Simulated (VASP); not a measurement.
**AgCl: energy against volume**

AgCl (rock salt, Fm-3m, 20.115 Å³/atom and stress up to 0.18 GPa in the relaxed cell, cube axes along x, y and z) under an equal strain ε along all three axes. PBEsol in VASP (plane waves, PAW), 480 eV, 10×10×10 Γ-centred mesh, Gaussian smearing 0.05 eV; ions are relaxed, or left where forces stay under 0.02 eV/Å, within the symmetry of each cell. Against the start cell, which lies near the measured one, the relaxed cell differs by -5.9 % in volume; the values below rest on it.

Here V stands for volume and E for E less E0.

| volume (Å³/atom) | E less E0 (meV/atom) | pressure (GPa) |
|---|---|---|
| 18.9325 | 16.04 | 4.29 |
| 19.2237 | 9.19 | 3.13 |
| 19.5180 | 4.31 | 2.06 |
| 19.8152 | 1.28 | 1.09 |
| 20.1154 | 0.00 | 0.18 |
| 20.4186 | 0.35 | -0.65 |
| 20.7249 | 2.23 | -1.42 |
| 21.0342 | 5.53 | -2.12 |
| 21.3466 | 10.18 | -2.76 |
| 21.9806 | ? | ? |

**Question.** Fit E against V with the third-order Birch-Murnaghan form, a cubic in V^(-2/3), and predict the withheld value at V = 21.9806.

**Answer.** With u = V^(-2/3) - 0.135, the rows have u = 0.005776, 0.004351, 0.002946, 0.001563, 0.000201, -0.001140, -0.002463, -0.003765, -0.005049. Least squares gives E = -0.047 + 154.3·u + 442834·u² + 2198235·u³. Residuals (row less fit): -0.002, 0.001, 0.003, -0.004, -0.002, 0.001, 0.003, -0.002, 0.000; standard error 0.003 (degrees of freedom: 5). Its minimum lies at u = -0.000174, so V0 = (0.134826)^(-3/2) = 20.20. There d²E/du² = 883400 and d³E/du³ = 1.319e7, so B0 = (4/9) × 20.20^(-7/3) × 883400 × 0.160218 = 56.6 GPa (the last factor turns the table's units into GPa), and B0' = 4 + (2/3) × 0.134826 × (1.319e7)/883400 = 5.3. B0' rests on the cubic coefficient alone and has a standard error of 0.1 from these residuals. At the withheld row, u = -0.007560, so E = -0.047 + 154.3 × (-0.007560) + 442834 × (-0.007560)² + 2198235 × (-0.007560)³ = 23.146 meV/atom. The calculation gives 23.15 meV/atom, which the fit meets to the printed digits. The row lies outside the fitted rows, so this is an extrapolation. The scatter of the fitted rows lies at the last printed digit.

Other structures, which can take over under pressure, weren't tried. The same form fitted to the pressure column gives B0' = 5.3; series where the two differ by over 0.4 aren't shown. Rows are the converged runs of the series near zero and its far end, less any whose ions stayed unrelaxed beside relaxed ones; series whose fitted rows scatter by over a few per cent of the range, as at a crossing or softening among them, aren't shown in this form.
